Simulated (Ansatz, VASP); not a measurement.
# PtSe2: VASP beside Ansatz, part 2 of 2

Aim: how closely do two programs agree when they are given the same cell, functional and k mesh? The cell is taken from a series of VASP runs on this material, whose earlier steps may have relaxed, scaled or displaced it; both programs get it as it stands.

VASP 6.6.1 and Ansatz 0.2.0.

So far: The structure; VASP: zone-centre phonons, PBEsol.

### 3. Ansatz: zone-centre phonons, PBEsol

Level of this step: Ansatz beside VASP: Kohn-Sham DFT, plane waves, PBEsol (Ansatz).

Ansatz runs on its default PAW (the set named soft_2) files.

The same cell, functional, mesh and smearing now go to Ansatz, which takes its cutoff from its data sets.

input.yaml

```yaml
crystal:
  lattice:
    - [3.7616391725, 0.0, 0.0]
    - [-1.8808195862, 3.2576750832, 0.0]
    - [0.0, 0.0, 4.8527788049]
  atoms:
    - { symbol: Pt, position: [0.0, 0.0, 0.0] }
    - { symbol: Se, position: [0.6666666667, 0.3333333333, 0.7386217261] }
    - { symbol: Se, position: [0.3333333333, 0.6666666667, 0.2613782739] }
hamiltonian:
  xc: pbesol
  pseudopotentials: { kind: paw }
kpoints:
  mp_grid: { grid: [12, 12, 8] }
scf:
  occupations: { method: methfessel_paxton, width: 0.15 }
phonons:
  method: dfpt
  qpoints: [[0, 0, 0]]
```

Command:

```
$ ansatz run input.yaml --threads 4 --pin off --max-ram 9216MiB --backend cpu --events-out ev --progress --plain --runs-dir out
```

Numbers of over 12 decimals in the logs are rounded to 6 here.

The log of the run:

```text
Engine: ansatz 0.2.0, aarch64-unknown-linux-gnu
Pseudopotentials: kind: paw
Pseudopotential: Pt, paw, valence charge 18, recommended cutoff 420 eV (normal), Pt.paw.azcp
Pseudopotential: Se, paw, valence charge 16, recommended cutoff 420 eV (normal), Se.paw.azcp
Functional definition: PBEsol
  exchange = pbesol_x
  correlation = pbesol_c
Crystal: 3 atoms, lattice volume = 59.467 Å³
Basis set: ecut = 420 eV, 1169 PW (Γ), exchange–correlation on 54×54×72 points (8 copies of the dense FFT grid, shifted against one another)
Bands: 30, of which v1, the nominal top of the filled ones, is band 25 counted from 1 (24 counted from 0)
Symmetry: 12 space group operations
k-points: 320 of 1152 (irreducible under 2 space group operations, time reversal used)
Non-local potential: Pt, projectors of the file, l = 0: 3, l = 1: 2, l = 2: 2, l = 3: 1
Non-local potential: Se, projectors of the file, l = 0: 2, l = 1: 2, l = 2: 3, l = 3: 1
PAW form: soft (Blöchl's): semilocal exchange-correlation on the pseudo side does not see the compensation charge
PAW frozen core: Pt, regenerated for the run's functional, and the local potential with it (the file was generated under x = pbe(κ = 0.804, μ = 0.219515), c = pbe(β = 0.066725))
PAW frozen core: Se, regenerated for the run's functional, and the local potential with it (the file was generated under x = pbe(κ = 0.804, μ = 0.219515), c = pbe(β = 0.066725))
PAW one-centre angular grid: Pt, 590 points (default); XC on 64 Gauss nodes
PAW one-centre angular grid: Se, 590 points (default); XC on 64 Gauss nodes
Initial density: superposition of atomic densities (neutral atoms: chi_scale 0, normalization atom), corrected by the library's trained network
Initial wavefunctions: pseudopotential atomic-orbital guess
Functional: x = pbesol(κ = 0.804, μ = 0.123457), c = pbesol(β = 0.046)
SCF iter   1: F=—  HF=-23233.468964 eV  |F-HF|=—  |Δ(HF+E_count)|=         —  Δρ=3.68e-3  dr2=8.44e-3  ethr=1.77e-3  ⟨swp⟩=5.1  Hψ=36134  notcnv=0
preconditioner: auto → LDOS  [metal: Δε(μ)=0.046 eV  Ē_g=10.075 eV  σ=0.150 eV  W_gap=0.25  n_scr=22 (ndim 8)  ℏωp=22.6 eV  f_vac=0.025  D(μ)=0.85/eV (n_scr^D=2)  β→1.0]
SCF iter   2: F=—  HF=-23233.469987 eV  |F-HF|=—  |Δ(HF+E_count)|=   1.02e-3  S|Δr|=    0.00e0  Δρ=2.20e-3  dr2=3.22e-3  ethr=1.69e-5  ⟨swp⟩=2.0  Hψ=19850  notcnv=0
SCF iter   3: F=—  HF=-23233.468364 eV  |F-HF|=—  |Δ(HF+E_count)|=   1.62e-3  S|Δr|=    0.00e0  Δρ=3.53e-4  dr2=1.01e-4  ethr=6.43e-6  ⟨swp⟩=2.0  Hψ=17139  notcnv=0
SCF iter   4: F=—  HF=-23233.468345 eV  |F-HF|=—  |Δ(HF+E_count)|=   1.88e-5  S|Δr|=    0.00e0  Δρ=1.00e-4  dr2=7.55e-6  ethr=2.03e-7  ⟨swp⟩=2.0  Hψ=14522  notcnv=0
SCF iter   5: F=—  HF=-23233.468346 eV  |F-HF|=—  |Δ(HF+E_count)|=   9.05e-7  S|Δr|=    0.00e0  Δρ=2.04e-5  dr2=1.80e-7  ethr=1.51e-8  ⟨swp⟩=2.0  Hψ=12705  notcnv=0
SCF iter   6: F=—  HF=-23233.468345 eV  |F-HF|=—  |Δ(HF+E_count)|=   6.71e-7  S|Δr|=    0.00e0  Δρ=5.87e-6  dr2=2.04e-8  ethr=3.61e-10  ⟨swp⟩=2.0  Hψ=16184  notcnv=0
SCF iter   7: F=—  HF=-23233.468345 eV  |F-HF|=—  |Δ(HF+E_count)|=   5.14e-9  S|Δr|=    0.00e0  Δρ=1.42e-6  dr2=7.58e-10  ethr=4.09e-11  ⟨swp⟩=2.8  Hψ=17522  notcnv=0
SCF iter   8: F=—  HF=-23233.468345 eV  |F-HF|=—  |Δ(HF+E_count)|=  6.22e-10  S|Δr|=    0.00e0  Δρ=2.29e-7  dr2=1.65e-11  ethr=1.52e-12  ⟨swp⟩=2.0  Hψ=12918  notcnv=0
SCF iter   9: F=-23233.468345 eV  HF=-23233.468345 eV  |F-HF|=0.00e0  |Δ(HF+E_count)|=  2.55e-11  S|Δr|=    0.00e0  Δρ=2.28e-8  dr2=1.57e-13  ethr=1.00e-12  ⟨swp⟩=6.4  Hψ=41491  notcnv=0
SCF 1 converged in 9 iterations: F = -23233.468345 eV  dr2 = 1.57e-13
  greatest PAW one-centre occupation: 1.000 electrons in one spin orbital (limit 2), on the Pt atom at site 0 (counted from 0), in its partial waves of l = 0
DFPT response loops at Γ: preconditioner auto → Kerker (q_TF=auto, 2.651 Å⁻¹) (partly filled bands, converged f_vac=0.020); β = 1.00, the filter's whole step (`scf.mixing.beta` (0.50) is not read by the response loops under this deck's `scf.mixing.preconditioner`; to damp them name `kerker` or `kerker_dos`, under which they read `scf.mixing.beta`, and type it under 1.00, their step now; both keys bind the ground state too); Broyden in place of MSR1
SCF converged after 9 iterations
Stability not checked: this state was not tested for a lower state beside it, because cold or Methfessel-Paxton smearing, or corrected tetrahedra, fill the levels in a way that the test cannot read (fill_not_monotonic; see scf.lower_state_search)
Free energy (F): -23233.468345 eV
Harris-Foulkes:  -23233.468345 eV  (|F-HF|=0.00e0)
Internal energy: -23233.468222 eV  (E = F + TS)
E sigma→0 (E₀):  -23233.468315 eV
Entropy (-TS):   -0.000123 eV (-0.041 meV/atom)
Fermi energy:    13.524412 eV
--- Per-component energies (eV) ---
  E_band       = -946.163222
  E_kinetic    = 874.587271
  E_local      = -6533.300491  (includes V_loc(G=0)·N_el)
  E_nonlocal   = -980.490574
  E_hartree    = 3025.562128
  E_xc         = -467.322484
  E_vxc        = -499.085447  (∫ρ·V_xc dr)
  E_paw        = -13053.784792  (= ΣΔE_a)
  E_vpaw       = 141.002800  (= ΣTr[D̂ρ^β])
  E_aug_tail   = -0.001031  (compensation charges beyond the density's cutoff)
  E_ewald      = -6101.022130
  E_core_change = 2.303882  (= ΣΔE_core)
  E_smearing   = -0.000123  (= −TS)
  E_closure    = -0.000000  (closes the sum)
  Σ components = -23233.468345   (vs F -23233.468345, Δ=0.00e0)
--- Band table (eV; the first three rows and the last of 320) ---
  k-point 0: bands = [... 21 lower, 11.0290, 12.4799, 12.4799, 14.2530, 14.6818, 14.6818, 16.7637, 17.5619, ... 1 higher]
  k-point 1: bands = [... 21 lower, 11.0180, 12.3648, 12.3648, 13.7882, 14.8577, 14.8577, 16.9310, 18.0053, ... 1 higher]
  k-point 2: bands = [... 21 lower, 10.9638, 12.1249, 12.1249, 12.8713, 15.2644, 15.2644, 17.4026, 18.8589, ... 1 higher]
  k-point 319: bands = [... 21 lower, 10.1731, 10.4496, 10.8027, 11.3895, 15.1660, 15.5037, 19.2997, 19.8824, ... 1 higher]
--- Phonons (Γ-DFPT): 4 representative perturbations + reference, on 320 of 1152 k-points (Σ response iterations 12) ---
  k mesh reduced under 2 symmetry operations, with k and −k counted as one. Each operation leaves every solved perturbation unchanged. A smaller set is not used because it would not reduce the number of displacements times k-points to solve
  ASR residual: 6.505e-5 → 0.000e0 eV/Å²; symmetrization residual: 2.424e-5 eV/Å²
  ASR residual per site (eV/Å²): 6.03e-5 6.51e-5 6.51e-5
  Γ frequencies (cm⁻¹): 0.00 0.00 0.00 162.83 162.83 201.05 212.65 212.65 217.11
  non-analytic LO–TO correction: not included (Born effective charges unavailable; polar crystals: no LO–TO splitting at Γ)
--- Phonons (arbitrary-q DFPT): 1 explicit q-point ---
  q = [0, 0, 0] (of the zone-centre solve; hermiticity 1.60e-6, symmetrization 8.43e-7): -0.00 -0.00 0.00 162.83 162.83 201.05 212.65 212.65 217.11
  sum rule: each row above includes the acoustic sum rule's correction from the zone centre's row sums; it moved no ω² by more than (0.47 cm⁻¹)²
```

The job ended after 77 s (4 threads of Arm Neoverse V1, shared host; peak memory 1.9 GiB).

### 4. Comparison

Known differences besides the potentials themselves: the data sets hold 50 valence electrons in Ansatz (default PAW (the set named soft_2) files) and 22 in VASP; the cutoff is 420 eV in Ansatz and 450 eV in VASP; Ansatz makes its cores anew for this functional, VASP keeps those of its PBE data sets; VASP leaves aspherical gradient terms in its spheres out (LASPH is not set), Ansatz keeps them. Total energies have different zeros and are not compared.

The two programs side by side:

```tsv
quantity	Ansatz	VASP	difference
optical mode 1 to 2 (cm⁻¹)	162.8	163.1	-0.14 %
optical mode 3 (cm⁻¹)	201.1	201.3	-0.10 %
optical mode 4 to 5 (cm⁻¹)	212.7	213.5	-0.39 %
optical mode 6 (cm⁻¹)	217.1	217.4	-0.11 %
```

Modes are paired by rising frequency and degeneracy, not by their patterns, so a pair may still set unlike modes beside each other.

### 5. Results

| Item | Value |
| --- | --- |
| r.m.s. difference of the optical zone-centre modes, each program's sorted by frequency (zone-centre phonons, PBEsol) | 0.52 cm⁻¹ |

**Reading.** The r.m.s. difference of the optical zone-centre modes, each program's sorted by frequency is 0.52 cm⁻¹ (zone-centre phonons, PBEsol). How closely two codes agree says nothing of how well the functional describes the real material.

[Lines on the potential files, build, host, timing and source positions are cut from VASP's logs without a mark.]

[Logs are printed without paths, hosts, clocks, repeated set-up lines and the standing remarks that a program may print on its own settings, such as how far it seeks lower states.]

[Hosts, paths, dates, database ids (printed as entryN), source tags and the programs' standing remarks are cut or masked in the printed files.]
